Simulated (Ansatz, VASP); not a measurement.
# Cross-check of RaF2 between VASP and Ansatz, part 2 of 2

One calculation is typed for both programs; each brings its own data sets. How far apart do they land? The cell is taken from a series of runs on this material, whose earlier steps may have relaxed, scaled, displaced or heated it; both programs get it as it stands.

VASP 6.6.1 and Ansatz 0.2.0.

So far: Starting point; VASP: zone-centre phonons, PBE.

**2. VASP: zone-centre phonons, PBE (continued)**

Level of this step: PBE; plane waves and PAW (Ra_sv, F) (VASP).

Numbers of over 12 decimals in the logs are rounded to 6 here.

OUTCAR, selected parts (step 2):

```text
ion  position               nearest neighbor table
   1  0.000  0.000  0.000-   3 2.76   3 2.76   3 2.76   2 2.76   2 2.76   2 2.76   3 2.76   2 2.76

  LATTYP: Found a face centered cubic cell.
 ALAT       =     6.3680000000

 Subroutine GETGRP returns: Found 48 space group operations
 (whereof 48 operations were pure point group operations)

The static configuration has the point symmetry O_h .

 Found     16 irreducible k-points:

   k-points           NKPTS =     16   k-points in BZ     NKDIM =     16   number of bands    NBANDS=     18

   dimension x,y,z NGX =    36 NGY =   36 NGZ =   36
   dimension x,y,z NGXF=    72 NGYF=   72 NGZF=   72

   ENCUT  =  600.0 eV  44.10 Ry    6.64 a.u.   8.99  8.99  8.99*2*pi/ulx,y,z

   NELECT =      24.0000    total number of electrons

 k-points in reciprocal lattice and weights: Automatic mesh
   0.00000000  0.00000000  0.00000000       0.005
   0.16666667  0.00000000  0.00000000       0.037
   0.33333333  0.00000000  0.00000000       0.037
   0.50000000  0.00000000  0.00000000       0.019
   0.16666667  0.16666667  0.00000000       0.028
   0.33333333  0.16666667  0.00000000       0.111
   0.50000000  0.16666667  0.00000000       0.111
  -0.33333333  0.16666667  0.00000000       0.111
  -0.16666667  0.16666667  0.00000000       0.056
[...]
-0.33333333  0.33333333  0.16666667       0.111
  -0.33333333  0.50000000  0.16666667       0.056

 average (electrostatic) potential at core
       1 -56.6316       2 -76.5183       3 -76.5183

  Total        0.6842532      0.6842532      0.6842532      0.0000000      0.0000000     -0.0000000
  in kB       16.9815850     16.9815850     16.9815850      0.0000000      0.0000000     -0.0000000
  external PRESSURE =      16.9815850 kB  Pullay stress =       0.0000000 kB

  energy-cutoff  :      600.00
  volume of cell :       64.56
      direct lattice vectors                 reciprocal lattice vectors
     0.000000000  3.184000000  3.184000000    -0.157035176  0.157035176  0.157035176
     3.184000000  0.000000000  3.184000000     0.157035176 -0.157035176  0.157035176
     3.184000000  3.184000000  0.000000000     0.157035176  0.157035176 -0.157035176

 POSITION                                       TOTAL-FORCE (eV/Angst)
 -----------------------------------------------------------------------------------
      0.00000      0.00000      0.00000         0.000000     -0.000000      0.000000
      1.59200      1.59200      1.59200        -0.000000     -0.000000     -0.000000
      4.77600      4.77600      4.77600         0.000000      0.000000      0.000000
 -----------------------------------------------------------------------------------
    total drift:                                0.000000      0.000000      0.000000

 MACROSCOPIC STATIC DIELECTRIC TENSOR (including local field effects in DFT)
 ------------------------------------------------------
           2.388060     0.000000    -0.000000
           0.000000     2.388060     0.000000
          -0.000000     0.000000     2.388060
 ------------------------------------------------------

 PIEZOELECTRIC TENSOR (including local field effects)  for field in x, y, z        (C/m^2)
          XX          YY          ZZ          XY          YZ          ZX
  --------------------------------------------------------------------------------
  x     0.00000     0.00000     0.00000     0.00000     0.00000     0.00000
  y     0.00000     0.00000     0.00000     0.00000     0.00000     0.00000
  z     0.00000     0.00000     0.00000     0.00000     0.00000     0.00000

 BORN EFFECTIVE CHARGES (including local field effects) (in |e|, cummulative output)
 ---------------------------------------------------------------------------------
 ion    1
    1     2.63390     0.00000     0.00000
    2     0.00000     2.63390     0.00000
    3     0.00000     0.00000     2.63390
 ion    2
    1    -1.31695     0.00000     0.00000
    2     0.00000    -1.31695     0.00000
    3     0.00000     0.00000    -1.31695
 ion    3
    1    -1.31695     0.00000     0.00000
    2     0.00000    -1.31695     0.00000
    3     0.00000     0.00000    -1.31695

 Eigenvectors and eigenvalues of the dynamical matrix
 ----------------------------------------------------

   1 f  =    6.945980 THz    43.642881 2PiTHz  231.692960 cm-1    28.726253 meV
             X         Y         Z           dx          dy          dz
      0.000000  0.000000  0.000000     0.000000   -0.000000    0.000000
      1.592000  1.592000  1.592000    -0.706139   -0.036982   -0.000000
      4.776000  4.776000  4.776000     0.706139    0.036982   -0.000000

   2 f  =    6.945980 THz    43.642881 2PiTHz  231.692960 cm-1    28.726253 meV
             X         Y         Z           dx          dy          dz
      0.000000  0.000000  0.000000    -0.000000    0.000000   -0.000000
      1.592000  1.592000  1.592000    -0.000000    0.000000   -0.707107
      4.776000  4.776000  4.776000     0.000000   -0.000000    0.707107

   3 f  =    6.945980 THz    43.642881 2PiTHz  231.692960 cm-1    28.726253 meV
             X         Y         Z           dx          dy          dz
      0.000000  0.000000  0.000000     0.000000    0.000000   -0.000000
      1.592000  1.592000  1.592000     0.036982   -0.706139   -0.000000
      4.776000  4.776000  4.776000    -0.036982    0.706139    0.000000

   4 f  =    5.100521 THz    32.047519 2PiTHz  170.135069 cm-1    21.094051 meV
             X         Y         Z           dx          dy          dz
      0.000000  0.000000  0.000000    -0.378181   -0.021705    0.013178
      1.592000  1.592000  1.592000     0.652875    0.037471   -0.022750
      4.776000  4.776000  4.776000     0.652875    0.037471   -0.022750

   5 f  =    5.100521 THz    32.047519 2PiTHz  170.135069 cm-1    21.094051 meV
             X         Y         Z           dx          dy          dz
      0.000000  0.000000  0.000000     0.007673   -0.285195   -0.249540
      1.592000  1.592000  1.592000    -0.013246    0.492348    0.430796
      4.776000  4.776000  4.776000    -0.013246    0.492348    0.430796

   6 f  =    5.100521 THz    32.047519 2PiTHz  170.135069 cm-1    21.094051 meV
             X         Y         Z           dx          dy          dz
      0.000000  0.000000  0.000000     0.024205   -0.248713    0.284994
      1.592000  1.592000  1.592000    -0.041787    0.429367   -0.492001
      4.776000  4.776000  4.776000    -0.041787    0.429367   -0.492001

   7 f/i=    0.001797 THz     0.011288 2PiTHz    0.059926 cm-1     0.007430 meV
             X         Y         Z           dx          dy          dz
      0.000000  0.000000  0.000000     0.008494    0.045380    0.924231
      1.592000  1.592000  1.592000     0.002460    0.013143    0.267683
      4.776000  4.776000  4.776000     0.002460    0.013143    0.267683

   8 f/i=    0.001797 THz     0.011288 2PiTHz    0.059926 cm-1     0.007430 meV
             X         Y         Z           dx          dy          dz
      0.000000  0.000000  0.000000    -0.016396    0.924132   -0.045224
      1.592000  1.592000  1.592000    -0.004749    0.267654   -0.013098
      4.776000  4.776000  4.776000    -0.004749    0.267654   -0.013098

   9 f/i=    0.001797 THz     0.011288 2PiTHz    0.059926 cm-1     0.007430 meV
             X         Y         Z           dx          dy          dz
      0.000000  0.000000  0.000000     0.925199    0.015961   -0.009286
      1.592000  1.592000  1.592000     0.267963    0.004623   -0.002690
      4.776000  4.776000  4.776000     0.267963    0.004623   -0.002690

 MACROSCOPIC STATIC DIELECTRIC TENSOR IONIC CONTRIBUTION
 ------------------------------------------------------
           5.621960    -0.000000    -0.000000
          -0.000000     5.621960     0.000000
          -0.000000     0.000000     5.621960
 ------------------------------------------------------

 ELASTIC MODULI CONTR FROM IONIC RELAXATION (kBar)
 Direction    XX          YY          ZZ          XY          YZ          ZX
 --------------------------------------------------------------------------------
 XX          -0.0000      0.0000     -0.0000     -0.0000     -0.0000     -0.0000
 YY           0.0000     -0.0000      0.0000     -0.0000     -0.0000      0.0000
 ZZ          -0.0000      0.0000     -0.0000     -0.0000     -0.0000     -0.0000
 XY          -0.0000     -0.0000     -0.0000   -105.6735     -0.0000     -0.0000
 YZ          -0.0000     -0.0000     -0.0000     -0.0000   -105.6735     -0.0000
 ZX          -0.0000      0.0000     -0.0000     -0.0000     -0.0000   -105.6735
 --------------------------------------------------------------------------------

 PIEZOELECTRIC TENSOR IONIC CONTR  for field in x, y, z        (C/m^2)
          XX          YY          ZZ          XY          YZ          ZX
  --------------------------------------------------------------------------------
  x     0.00000     0.00000    -0.00000    -0.00000     0.00000    -0.00000
  y    -0.00000     0.00000    -0.00000    -0.00000    -0.00000    -0.00000
  z     0.00000     0.00000     0.00000     0.00000     0.00000     0.00000
```

The gap is read on the k-mesh alone, so it is an upper bound where the band edges lie off the mesh. Energies printed during the response cycles are not total energies of the cell.

**3. Ansatz: zone-centre phonons, PBE**

Ansatz runs on its NC files.

The same cell, functional and mesh now go to Ansatz, which takes its cutoff from its data sets.

The input, input.yaml:

```yaml
crystal:
  lattice:
    - [0.0, 3.184, 3.184]
    - [3.184, 0.0, 3.184]
    - [3.184, 3.184, 0.0]
  atoms:
    - { symbol: Ra, position: [0.0, 0.0, 0.0] }
    - { symbol: F, position: [0.25, 0.25, 0.25] }
    - { symbol: F, position: [0.75, 0.75, 0.75] }
kpoints:
  mp_grid: { grid: [6, 6, 6] }
hamiltonian:
  xc: pbe
  pseudopotentials: { kind: nc }
scf:
  occupations: { method: fixed }
output:
  eigenvalues: true
phonons:
  method: dfpt
  dielectric: true
  rigid_motions: translations
  dynamical_quadrupoles: true
```

Run with:

```console
> ansatz run input.yaml --threads 4 --pin off --max-ram 9216MiB --backend cpu --events-out ev --progress --plain --runs-dir out
```

Log:

```text
Engine: ansatz 0.2.0, aarch64-unknown-linux-gnu
Pseudopotentials: kind: nc
Pseudopotential: Ra, nc, valence charge 20, recommended cutoff 690 eV (normal), Ra.nc.azcp
Pseudopotential: F, nc, valence charge 7, recommended cutoff 1320 eV (normal), F.nc.azcp
Functional definition: PBE
  parameter kappa = 0.804
  parameter beta = 0.066725
  exchange = pbe_x(kappa = kappa, mu = beta*pi^2/3)
  correlation = pbe_c(beta = beta)
Crystal: 3 atoms, lattice volume = 64.558 Å³
Basis set: ecut = 1320 eV, 6975 PW (Γ), exchange–correlation on 108×108×108 points (8 copies of the dense FFT grid, shifted against one another)
Bands: 21, of which v1, the nominal top of the filled ones, is band 17 counted from 1 (16 counted from 0)
Symmetry: 48 space group operations
k-points: 46 of 216 (irreducible under 4 space group operations, time reversal used)
Non-local potential: Ra, projectors of the file, l = 0: 2, l = 1: 2, l = 2: 2, l = 3: 2
Non-local potential: F, projectors of the file, l = 0: 2, l = 1: 2, l = 2: 1
Initial density: superposition of atomic densities (chi_scale 0.1, normalization cell, long waves kept (reshape's long-wave potential 0.00 eV rms))
Initial wavefunctions: pseudopotential atomic-orbital guess
Functional: x = pbe(κ = 0.804, μ = 0.219515), c = pbe(β = 0.066725)
SCF iter   1: F=—  HF=-5236.291349 eV  |F-HF|=—  |Δ(HF+E_count)|=         —  Δρ=2.32e-1  dr2=3.20e1  ethr=3.10e-3  ⟨swp⟩=10.7  Hψ=6660  notcnv=0  defer=117
preconditioner: auto → none  [insulator: Δε(μ)=2.457 eV  Ē_g=12.858 eV  n_scr=14 (ndim 8)  ℏωp=21.7 eV  f_vac=0.026  ε∞_Penn≈3.8]
SCF iter   2: F=—  HF=-5232.046134 eV  |F-HF|=—  |Δ(HF+E_count)|=    4.25e0  Δρ=1.88e-1  dr2=1.41e1  ethr=3.10e-3  ⟨swp⟩=9.0  Hψ=4877  notcnv=0  defer=78
SCF iter   3: F=—  HF=-5227.798646 eV  |F-HF|=—  |Δ(HF+E_count)|=    4.25e0  Δρ=2.72e-2  dr2=4.77e-1  ethr=3.10e-3  ⟨swp⟩=5.3  Hψ=2679  notcnv=0  defer=84
SCF iter   4: F=—  HF=-5227.728404 eV  |F-HF|=—  |Δ(HF+E_count)|=   7.02e-2  Δρ=1.51e-2  dr2=9.55e-2  ethr=1.40e-3  ⟨swp⟩=3.5  Hψ=2049  notcnv=0  defer=83
SCF iter   5: F=—  HF=-5227.710804 eV  |F-HF|=—  |Δ(HF+E_count)|=   1.76e-2  Δρ=1.02e-3  dr2=9.65e-4  ethr=2.81e-4  ⟨swp⟩=3.5  Hψ=1915  notcnv=0  defer=89
SCF iter   6: F=—  HF=-5227.711804 eV  |F-HF|=—  |Δ(HF+E_count)|=   1.00e-3  Δρ=8.40e-4  dr2=2.02e-4  ethr=2.84e-6  ⟨swp⟩=5.6  Hψ=3001  notcnv=0  defer=88
SCF iter   7: F=—  HF=-5227.711819 eV  |F-HF|=—  |Δ(HF+E_count)|=   1.51e-5  Δρ=3.66e-4  dr2=6.51e-5  ethr=5.95e-7  ⟨swp⟩=2.4  Hψ=1635  notcnv=0  defer=87
SCF iter   8: F=—  HF=-5227.711806 eV  |F-HF|=—  |Δ(HF+E_count)|=   1.25e-5  Δρ=2.23e-4  dr2=2.45e-5  ethr=1.92e-7  ⟨swp⟩=2.0  Hψ=1305  notcnv=0  defer=84
SCF iter   9: F=—  HF=-5227.711799 eV  |F-HF|=—  |Δ(HF+E_count)|=   7.21e-6  Δρ=5.34e-5  dr2=1.63e-6  ethr=7.21e-8  ⟨swp⟩=2.0  Hψ=1266  notcnv=0  defer=84
SCF iter  10: F=—  HF=-5227.711719 eV  |F-HF|=—  |Δ(HF+E_count)|=   8.07e-5  Δρ=8.56e-6  dr2=2.28e-8  ethr=4.79e-9  ⟨swp⟩=3.2  Hψ=1902  notcnv=0  defer=84
SCF iter  11: F=—  HF=-5227.711719 eV  |F-HF|=—  |Δ(HF+E_count)|=   8.73e-9  Δρ=3.11e-6  dr2=2.81e-9  ethr=6.70e-11  ⟨swp⟩=3.6  Hψ=2433  notcnv=0  defer=83
SCF iter  12: F=-5227.711719 eV  HF=-5227.711719 eV  |F-HF|=5.73e-11  |Δ(HF+E_count)|=  5.26e-10  Δρ=4.88e-7  dr2=6.86e-11  ethr=1.00e-12  ⟨swp⟩=29.5  Hψ=17007  notcnv=0
SCF 1 converged in 12 iterations: F = -5227.711719 eV  dr2 = 6.86e-11
NSCF: frozen V_eff on 2 k-points
DFPT response loops at Γ: preconditioner auto → none (the input reference at scf.mixing.eps_inf says where Resta's filter doesn't serve); β = 0.50; Broyden in place of MSR1
phonons.dynamical_quadrupoles, q = [0.0183, 0.0300, 0.0253]: solved on the whole k mesh, with every displacement of the atoms that it solves, because it does not carry the k mesh onto itself
NSCF: frozen V_eff on 432 k-points
DFPT response loops at q = (0.018303, 0.029951, 0.025329) (fractional): mixed as the last ones told, above
phonons.dynamical_quadrupoles, q = [0.0366, 0.0599, 0.0507]: solved on the whole k mesh, with every displacement of the atoms that it solves, because it does not carry the k mesh onto itself
NSCF: frozen V_eff on 432 k-points
DFPT response loops at q = (0.036607, 0.059902, 0.050658) (fractional): mixed as the last ones told, above
phonons.dynamical_quadrupoles, q = [0.0732, 0.1198, 0.1013]: solved on the whole k mesh, with every displacement of the atoms that it solves, because it does not carry the k mesh onto itself
NSCF: frozen V_eff on 432 k-points
DFPT response loops at q = (0.073214, 0.119805, 0.101316) (fractional): mixed as the last ones told, above
SCF converged after 12 iterations
Free energy (F): -5227.711719 eV
Harris-Foulkes:  -5227.711719 eV  (|F-HF|=5.73e-11)
Internal energy: -5227.711719 eV  (E = F + TS)
E sigma→0 (E₀):  -5227.711719 eV
Fermi energy:    5.110836 eV
--- Per-component energies (eV) ---
  E_band       = -584.339482
  E_kinetic    = 2340.792635
  E_local      = -4224.980389  (includes V_loc(G=0)·N_el)
  E_nonlocal   = -674.638261
  E_hartree    = 1384.590532
  E_xc         = -843.473167
  E_vxc        = -794.694250  (∫ρ·V_xc dr)
  E_ewald      = -3210.003068
  E_smearing   = -0.000000  (= −TS)
  E_closure    = 0.000000  (closes the sum)
  Σ components = -5227.711719   (vs F -5227.711719, Δ=0.00e0)
--- Band table (eV; the first three rows and the last of 46) ---
  k-point 0: bands = [... 13 lower, 3.6903, 4.9693, 4.9693, 4.9693, 11.1949, 14.9389, 14.9389, 17.0486]
  k-point 1: bands = [... 13 lower, 3.9755, 4.7788, 4.9621, 4.9621, 11.8625, 14.8404, 14.8404, 16.6332]
  k-point 2: bands = [... 13 lower, 4.4267, 4.6019, 4.9782, 4.9782, 13.1707, 14.7426, 14.7426, 15.5061]
  k-point 45: bands = [... 13 lower, 4.5417, 4.8034, 4.9415, 5.0026, 12.8643, 15.0413, 15.2998, 15.6649]
--- Phonons (Γ-DFPT): 2 representative perturbations + reference, on 46 of 216 k-points (Σ response iterations 13) ---
  k mesh reduced under 4 symmetry operations, with k and −k counted as one. Each operation leaves every solved perturbation unchanged. A smaller set is not considered because the run solves the response to a homogeneous field
  ASR residual: 4.214e-3 → 0.000e0 eV/Å²; symmetrization residual: 4.508e-5 eV/Å²
  ASR residual per site (eV/Å²): 4.21e-3 1.41e-3 1.41e-3
  Γ frequencies (cm⁻¹): 0.00 0.00 0.00 167.76 167.76 167.76 229.66 229.66 229.66
  ε∞ (high-frequency dielectric tensor):
        2.388251    -0.000000    -0.000000
        0.000000     2.388251     0.000000
       -0.000000    -0.000000     2.388251
  ε⁰ (static dielectric tensor: ions relaxed, cell fixed):
        8.163536    -0.000000    -0.000000
       -0.000000     8.163536     0.000000
       -0.000000     0.000000     8.163536
  ε⁰ − ε∞ (ionic part):
        5.775285    -0.000000    -0.000000
       -0.000000     5.775285     0.000000
       -0.000000     0.000000     5.775285
  softest optical mode at Γ: 167.76 cm⁻¹; the repairs (sum rule, projections) moved no ω² at Γ by more than (5.09 cm⁻¹)²
  Born effective charges Z* (e; rows j = field, columns β = displacement):
    site 0:
         2.63381   -0.00000    0.00000
         0.00000    2.63381   -0.00000
         0.00000    0.00000    2.63381
    site 1:
        -1.31690    0.00000   -0.00000
        -0.00000   -1.31690   -0.00000
        -0.00000    0.00000   -1.31690
    site 2:
        -1.31690    0.00000    0.00000
        -0.00000   -1.31690    0.00000
        -0.00000    0.00000   -1.31690
  Z* charge neutrality: 1.039e-4 e pre-enforcement
  k-mesh period / interband length: 27.0 Å / 1.03 Å = 26.32 at k = (0.0000, 0.0000, 0.0000), direct gap 6.226 eV — 14 or more, which is no proof of convergence
  optical modes at Γ without the LO–TO term, one row a degenerate level:
      ω (cm⁻¹)  modes    IR ((D/Å)²/amu)
        167.76      3            14.7600
        229.66      3             0.0000
  optical modes at Γ + LO–TO along q̂ = [1.0000, 0.0000, 0.0000]:
      ω (cm⁻¹)  modes    IR ((D/Å)²/amu)
        167.76      2             9.8400
        229.66      3             0.0000
        310.17      1             4.9200
  optical modes at Γ + LO–TO along q̂ = [0.0000, 1.0000, 0.0000]:
      ω (cm⁻¹)  modes    IR ((D/Å)²/amu)
        167.76      2             9.8400
        229.66      3             0.0000
        310.17      1             4.9200
  optical modes at Γ + LO–TO along q̂ = [0.0000, 0.0000, 1.0000]:
      ω (cm⁻¹)  modes    IR ((D/Å)²/amu)
        167.76      2             9.8400
        229.66      3             0.0000
        310.17      1             4.9200
  Dynamical quadrupoles Q (e·Å), at zero macroscopic field:
    site 0          xx        yy        zz        yz        xz        xy
      x         0.0000    0.0000    0.0000    0.0000    0.0000    0.0000
      y         0.0000    0.0000    0.0000    0.0000    0.0000    0.0000
      z         0.0000    0.0000    0.0000    0.0000    0.0000    0.0000
    site 1          xx        yy        zz        yz        xz        xy
      x        -0.0000   -0.0000   -0.0000    1.4597   -0.0000    0.0000
      y         0.0000    0.0000    0.0000    0.0000    1.4597   -0.0000
      z        -0.0000   -0.0000    0.0000    0.0000    0.0000    1.4597
    site 2          xx        yy        zz        yz        xz        xy
      x         0.0000   -0.0000   -0.0000   -1.4597   -0.0000    0.0000
      y         0.0000    0.0000    0.0000    0.0000   -1.4597    0.0000
      z         0.0000    0.0000    0.0000    0.0000    0.0000   -1.4597
  Q's dependence on the step in q: 1.95e-4 e·Å; a scale of what the loops' stops leave: 9.74e-4 e·Å; fit residual: 8.10e-8 e·Å
  Born charges from the same solves miss those of the field response on the same k-mesh (before the sum rule is enforced) by 8.65e-5 e
  Clamped-ion proper piezoelectric tensor, from the sum of Q over the cell (C/m²):
                    xx        yy        zz        yz        xz        xy
      x        0.00000  -0.00000  -0.00000   0.00000   0.00000  -0.00000
      y       -0.00000   0.00000  -0.00000   0.00000   0.00000   0.00000
      z        0.00000  -0.00000   0.00000  -0.00000   0.00000   0.00000
```

Reading the cycles: dr2 is the Hartree energy of the density residual (eV), the measure of convergence; HF is the Harris–Foulkes estimate of the energy, which meets the free energy F at convergence.

**4. Differences**

Known differences besides the potentials themselves: fixed occupations in Ansatz, narrow Gaussian smearing in VASP; the data sets hold 34 valence electrons in Ansatz (on its NC files) and 24 in VASP; the cutoff is 1320 eV in Ansatz and 600 eV in VASP. Total energies have different zeros and are not compared.

Compared:

```
                                     quantity  Ansatz   VASP  difference
                                        ε∞ xx    2.39   2.39     +0.01 %
                                        ε∞ yy    2.39   2.39     +0.01 %
                                        ε∞ zz    2.39   2.39     +0.01 %
Born charge of Ra1 (mean of the diagonal) (e)    2.63   2.63        0.00
 Born charge of F2 (mean of the diagonal) (e)   -1.32  -1.32        0.00
                   optical mode 1 to 3 (cm⁻¹)   167.8  170.1     -1.40 %
                   optical mode 4 to 6 (cm⁻¹)   229.7  231.7     -0.88 %
```

Modes are paired by rising frequency, not by their patterns, so a pair may set unlike modes beside each other; they are those without the splitting of longitudinal modes.

**5. Summary of results**

| Quantity | Value |
| --- | --- |
| r.m.s. difference of the optical zone-centre modes, each program's sorted by frequency (zone-centre phonons, PBE) | 2.2 cm⁻¹ |
| difference in optical mode 1 to 3 (zone-centre phonons, PBE) | -1.4 % |

In words: The r.m.s. difference of the optical zone-centre modes, each program's sorted by frequency is 2.2 cm⁻¹ (zone-centre phonons, PBE). The data sets hold unlike numbers of valence electrons (34 in Ansatz and 24 in VASP), so part of the differences comes from the potentials. Among the rows given in per cent, the largest difference of the zone-centre phonons, PBE pair is in optical mode 1 to 3, -1.4 %. How closely two codes agree says nothing of how well the functional describes the real material.

[Lines on the potential files, build, host, timing and source positions are cut from VASP's logs without a mark.]

[Logs are printed without paths, hosts, clocks, repeated set-up lines and the standing remarks that a program may print on its own settings, such as how far it seeks lower states.]

[Hosts, paths, dates, database ids (printed as entryN), source tags and the programs' standing remarks are cut or masked in the printed files.]
